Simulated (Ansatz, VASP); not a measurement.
# SiNi3 in two plane-wave programs, part 2 of 2

Aim: how closely do two programs agree when they are given the same cell, functional and k mesh? The two relaxations start from unlike cells of this crystal (the structure described is Ansatz's start), so only their ends are compared.

VASP 6.6.1 and Ansatz 0.2.0.

So far: Starting point; VASP: relaxation of cell and atoms, r2SCAN.

**3. Ansatz: relaxation of cell and atoms, r2SCAN**

Level of this step: Ansatz beside VASP: Kohn-Sham DFT, plane waves, r2SCAN (Ansatz).

Ansatz runs on its default PAW (the set named soft_2) files.

Its own start cell and the same functional, mesh and smearing now go to Ansatz, which takes its cutoff from its data sets.

File input.yaml:

```yaml
crystal:
  lattice:
    - [3.5098, 0.0, 0.0]
    - [0.0, 3.5098, 0.0]
    - [0.0, 0.0, 3.5098]
  atoms:
    - { symbol: Si, position: [0.0, 0.0, 0.0] }
    - { symbol: Ni, position: [0.0, 0.5, 0.5] }
    - { symbol: Ni, position: [0.5, 0.5, 0.0] }
    - { symbol: Ni, position: [0.5, 0.0, 0.5] }
kpoints:
  mp_grid: { grid: [10, 10, 10] }
hamiltonian:
  xc: r2scan
scf:
  occupations: { method: gaussian, width: 0.1 }
output:
  forces: true
  stress: true
  eigenvalues: true
relax:
  adjacent_minimum: "off"
  f_tol: 0.005
  max_steps: 60
  cell: { stress_tol: 0.03 }
```

The run is started by

```bash
ansatz run input.yaml --threads 4 --pin off --max-ram 8192MiB --backend cpu --events-out ev --progress --plain --runs-dir out
```

Numbers of over 12 decimals in the logs are rounded to 6 here.

What it wrote:

```text
Engine: ansatz 0.2.0, aarch64-unknown-linux-gnu
Pseudopotentials: kind: paw
Pseudopotential: Si, paw, valence charge 4, recommended cutoff 500 eV (meta_gga), Si.paw.azcp
Pseudopotential: Ni, paw, valence charge 18, recommended cutoff 500 eV (meta_gga), Ni.paw.azcp
Functional definition: r2SCAN
  parameter k0 = 0.174
  parameter k1 = 0.065
  parameter a1 = 4.9479
  exchange = r2scan_x(k0 = k0, k1 = k1, a1 = a1)
  correlation = r2scan_c
Crystal: 4 atoms, lattice volume = 43.236 Å³
Basis set: ecut = 500 eV, 1045 PW (Γ), exchange–correlation on 108×108×108 points (64 copies of the dense FFT grid, shifted against one another)
Bands: 35, of which v1, the nominal top of the filled ones, is band 29 counted from 1 (28 counted from 0)
Symmetry: 48 space group operations
Space group: Pm-3m (ITA 221), of the structure as read, at distance tolerance 3.5e-5 Å
k-points: 56 of 1000
Non-local potential: Si, projectors of the file, l = 0: 2, l = 1: 2, l = 2: 2
Non-local potential: Ni, projectors of the file, l = 0: 3, l = 1: 2, l = 2: 3, l = 3: 1
PAW form: soft (Blöchl's): semilocal exchange-correlation on the pseudo side does not see the compensation charge
PAW frozen core: Si, regenerated for the run's functional (the file was generated under x = pbe(κ = 0.804, μ = 0.219515), c = pbe(β = 0.066725))
PAW frozen core: Ni, regenerated for the run's functional (the file was generated under x = pbe(κ = 0.804, μ = 0.219515), c = pbe(β = 0.066725))
PAW one-centre angular grid: Si, 302 points (default); XC on 160 Gauss nodes
PAW one-centre angular grid: Ni, 590 points (default); XC on 160 Gauss nodes
Initial density: superposition of atomic densities (neutral atoms: chi_scale 0, normalization atom), corrected by the library's trained network
Initial wavefunctions: pseudopotential atomic-orbital guess
Functional: x = r2scan, c = r2scan; τ floored in thin density (d = 2e-4 eV/Å³)
SCF iter   1: F=—  HF=-18176.503745 eV  |F-HF|=—  |Δ(HF+E_count)|=         —  Δρ=2.72e-2  dr2=2.77e-1  dr2_τ=1.26e-1  ethr=1.77e-3  ⟨swp⟩=5.4  Hψ=7388  notcnv=0
preconditioner: auto → Kerker (q_TF=auto, 2.865 Å⁻¹)  [metal: Δε(μ)=0.059 eV  Ē_g=7.784 eV  σ=0.100 eV  W_gap=0.32  n_scr=18 (ndim 8)  ℏωp=32.9 eV  f_vac=0.000  D(μ)=1.91/eV (n_scr^D=18)]
SCF iter   2: F=—  HF=-18176.656945 eV  |F-HF|=—  |Δ(HF+E_count)|=   1.53e-1  Δρ=8.39e-3  dr2=1.40e-2  dr2_τ=1.64e-3  ethr=4.78e-4  ⟨swp⟩=2.8  Hψ=4009  notcnv=0  defer=67
SCF iter   3: F=—  HF=-18176.649688 eV  |F-HF|=—  |Δ(HF+E_count)|=   7.26e-3  Δρ=8.57e-3  dr2=3.06e-2  dr2_τ=5.25e-5  ethr=2.41e-5  ⟨swp⟩=2.0  Hψ=3762  notcnv=0  defer=67
SCF iter   4: F=—  HF=-18176.644181 eV  |F-HF|=—  |Δ(HF+E_count)|=   5.51e-3  Δρ=4.16e-3  dr2=3.52e-3  dr2_τ=1.17e-5  ethr=2.41e-5  ⟨swp⟩=2.0  Hψ=3028  notcnv=0  defer=67
SCF iter   5: F=—  HF=-18176.644600 eV  |F-HF|=—  |Δ(HF+E_count)|=   4.19e-4  Δρ=1.17e-3  dr2=3.36e-4  dr2_τ=6.78e-6  ethr=6.08e-6  ⟨swp⟩=2.2  Hψ=2874  notcnv=0  defer=67
SCF iter   6: F=—  HF=-18176.644586 eV  |F-HF|=—  |Δ(HF+E_count)|=   1.39e-5  Δρ=3.39e-4  dr2=3.55e-5  dr2_τ=1.89e-7  ethr=5.79e-7  ⟨swp⟩=2.0  Hψ=2965  notcnv=0  defer=67
SCF iter   7: F=—  HF=-18176.644583 eV  |F-HF|=—  |Δ(HF+E_count)|=   3.39e-6  Δρ=4.88e-5  dr2=5.73e-7  dr2_τ=1.80e-8  ethr=6.12e-8  ⟨swp⟩=2.1  Hψ=2996  notcnv=0  defer=67
SCF iter   8: F=-18176.644583 eV  HF=-18176.644583 eV  |F-HF|=3.01e-8  |Δ(HF+E_count)|=   3.59e-7  Δρ=1.30e-5  dr2=4.70e-8  dr2_τ=1.16e-9  ethr=1.72e-10  ⟨swp⟩=9.8  Hψ=10451  notcnv=0
SCF 1 converged in 8 iterations: F = -18176.644583 eV  dr2 = 4.70e-8
  greatest PAW one-centre occupation: 1.001 electrons in one spin orbital (limit 2), on the Ni atom at site 2 (counted from 0), in its partial waves of l = 1
relax step   1: F+E_penalty+E_count = -18176.64458336 eV  Δ(F+E_penalty+E_count) = +0.000e0 eV  max|allowed force component| = 3.694e-29 eV/Å  Δτ_max = 0.0000 Å  P = -8.541 GPa  Ω = 43.236 Å³  (8 SCF iters, dr2 threshold 1.00e-7 eV, accepted)
[...]
relax step   5: F+E_penalty+E_count = -18176.69038579 eV  Δ(F+E_penalty+E_count) = +1.222e-3 eV  max|allowed force component| = 8.000e-29 eV/Å  Δτ_max = 0.0000 Å  P = -0.043 GPa  Ω = 41.589 Å³  stress off target by 4.30e-2 GPa  SCF on the basis re-selected at this cell (its energy is not comparable with the rows above)  (7 SCF iters)
[...]
relax step   6: F+E_penalty+E_count = -18176.69039321 eV  Δ(F+E_penalty+E_count) = -7.423e-6 eV  max|allowed force component| = 3.011e-29 eV/Å  Δτ_max = 0.0000 Å  P = -0.000 GPa  Ω = 41.582 Å³  energy of the carried Pulay correction = +6.430e-6 eV  (4 SCF iters, dr2 threshold 4.61e-9 eV, accepted)
[...]
relax step   7: F+E_penalty+E_count = -18176.69037381 eV  Δ(F+E_penalty+E_count) = +1.940e-5 eV  max|allowed force component| = 8.099e-29 eV/Å  Δτ_max = 0.0000 Å  P = -0.000 GPa  Ω = 41.582 Å³  stress off target by 1.48e-4 GPa  SCF on the basis re-selected at this cell (its energy is not comparable with the rows above)  (6 SCF iters)
basis re-selected at this cell: Δ(F+E_penalty+E_count) = +1.940e-5 eV, ΔP = -0.000 GPa vs the last step (what re-selecting the basis moved, of the pressure what is left beyond the Pulay correction that the steps carried, after the strain that the cell walked since its last selection, with what the two solves' SCF thresholds leave and, on support functions, any second-order correction that the steps lacked; it is no m [...]
SCF converged after 6 iterations
Free energy (F): -18176.690374 eV
Harris-Foulkes:  -18176.690374 eV  (|F-HF|=0.00e0)
Internal energy: -18176.680848 eV  (E = F + TS)
E sigma→0 (E₀):  -18176.685611 eV
Entropy (-TS):   -0.009526 eV (-2.381 meV/atom)
Fermi energy:    18.111548 eV
--- Per-component energies (eV) ---
  E_band       = -881.233656
  E_kinetic    = 897.950625
  E_local      = -11484.617780  (includes V_loc(G=0)·N_el)
  E_nonlocal   = 1945.697028
  E_hartree    = 4914.125614
  E_xc         = -292.238788
  E_vxc        = -408.022868  (∫ρ·V_xc dr)
  E_paw        = -5454.539415  (= ΣΔE_a)
  E_vpaw       = -1689.307117  (= ΣTr[D̂ρ^β])
  E_aug_tail   = 0.000713  (compensation charges beyond the density's cutoff)
  E_vtau       = 28.814530  (kinetic-family band-sum trace: ∫τ·v_τ [+ j·A + Jᵃ·Aᵃ] dr)
  E_ewald      = -8702.082206
  E_core_change = -0.976639  (= ΣΔE_core)
  E_smearing   = -0.009526  (= −TS)
  E_closure    = -0.000000  (closes the sum)
  Σ components = -18176.690374   (vs F -18176.690374, Δ=0.00e0)
--- Forces (eV/Å), atoms counted from 1 ---
  atom   1  Si     0.00000000    -0.00000000     0.00000000
  atom   2  Ni     0.00000000     0.00000000     0.00000000
  atom   3  Ni     0.00000000     0.00000000     0.00000000
  atom   4  Ni     0.00000000    -0.00000000     0.00000000
  max |Σ_I F_I| component: 1.47e-28 eV/Å
--- Stress (GPa, compression-positive) ---
       -0.000148      -0.000000      -0.000000
       -0.000000      -0.000148       0.000000
       -0.000000       0.000000      -0.000148
  P = ⅓ Tr σ = -0.0001 GPa (-0.001 kbar)
--- Band table (eV; the first three rows and the last of 56) ---
  k-point 0: bands = [... 25 lower, 17.3427, 17.3427, 17.7490, 18.1631, 18.1631, 18.1631, 23.7007, 24.8076, ... 2 higher]
  k-point 1: bands = [... 25 lower, 17.3447, 17.3515, 17.6969, 18.1632, 18.3857, 18.3857, 23.9331, 24.7731, ... 2 higher]
  k-point 2: bands = [... 25 lower, 17.2161, 17.3403, 17.5514, 18.1636, 19.0898, 19.0898, 24.0868, 24.6745, ... 2 higher]
  k-point 55: bands = [... 25 lower, 16.7453, 16.7453, 17.4872, 17.8845, 17.8845, 17.8845, 19.6542, 22.4580, ... 2 higher]
--- Relaxed structure (5 steps of the walk, 5 accepted, 2 SCFs on fresh bases) ---
  F+E_penalty+E_count = -18176.69037381 eV   max|allowed force component| = 8.099e-29 eV/Å   (the final SCF, on the basis selected at the relaxed cell)
  cell:  # Å, volume = 41.5819 Å³
    - [3.464455, 0, 0]
    - [0, 3.464455, 0]
    - [0, 0, 3.464455]
  atoms:
    - { symbol: Si, position: [0, 0, 0] }
    - { symbol: Ni, position: [0, 0.500000, 0.500000] }
    - { symbol: Ni, position: [0.500000, 0.500000, 0] }
    - { symbol: Ni, position: [0.500000, 0, 0.500000] }
```

**4. Differences**

Known differences besides the potentials themselves: VASP keeps PBE cores, Ansatz makes them for the functional; the data sets hold 58 valence electrons in Ansatz (on its default PAW (the set named soft_2) files) and 34 in VASP; the cutoff is 500 eV in Ansatz and 660 eV in VASP; Ansatz adds a Pulay correction to the stress that steers its cell, VASP none. Total energies have different zeros and are not compared.

Compared:

```csv
quantity,Ansatz,VASP,difference
volume (Å³),41.58,41.61,-0.08 %
"edge a after relaxation, in the typed setting (Å)",3.465,3.465,-0.02 %
```

**5. Outcome**

```yaml
difference_in_volume_relaxation_of_cell_and_atoms_r2scan: -0.076 %
```

What this shows: The difference in volume is -0.076 % (relaxation of cell and atoms, r2SCAN), within the 1.2 % picked in this series as the mark of a large difference, as far as the stopping tolerances let one tell. The data sets hold unlike numbers of valence electrons (58 in Ansatz and 34 in VASP), so part of the differences comes from the potentials. 1 further run of this series is not shown here. Such differences can come from data sets, numerical settings and the points named under the comparisons, not from the functional's error against experiment.

[Lines on the potential files, build, host, timing and source positions are cut from VASP's logs without a mark.]

[Logs are printed without paths, hosts, clocks, repeated set-up lines and the standing remarks that a program may print on its own settings, such as how far it seeks lower states.]

[Hosts, paths, dates, database ids (printed as entryN), source tags and the programs' standing remarks are cut or masked in the printed files.]
